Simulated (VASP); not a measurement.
Input:

```xyz
1
Lattice="-3.0020 3.0020 3.0020 3.0020 -3.0020 3.0020 3.0020 3.0020 -3.0020" Properties=species:S:1:pos:R:3 pbc="T T T"
Cs     0.0000     0.0000     0.0000
```

Level of theory: PBEsol GGA with spin-orbit coupling, VASP's PBE PAW potentials (set 64) (plane waves; VASP 6.6.1). Numerical set-up: 400 eV cut-off, 8×8×8 Γ-centred mesh, Gaussian smearing of 0.050 eV, potentials Cs_sv.

Question: Predict the energy per atom (σ→0), band gap (over mesh and band path) with the smallest direct gap where there is one.

Answer: 
| Quantity | Value |
|---|---|
| band gap (over mesh and band path) | none (metal, semimetal or under 0.01 eV) |
| energy per atom (σ→0) | -1.098 eV/atom |

Only differences to runs with the same potentials and settings are physical.

The compound is Cs in the bcc structure. It was relaxed first.
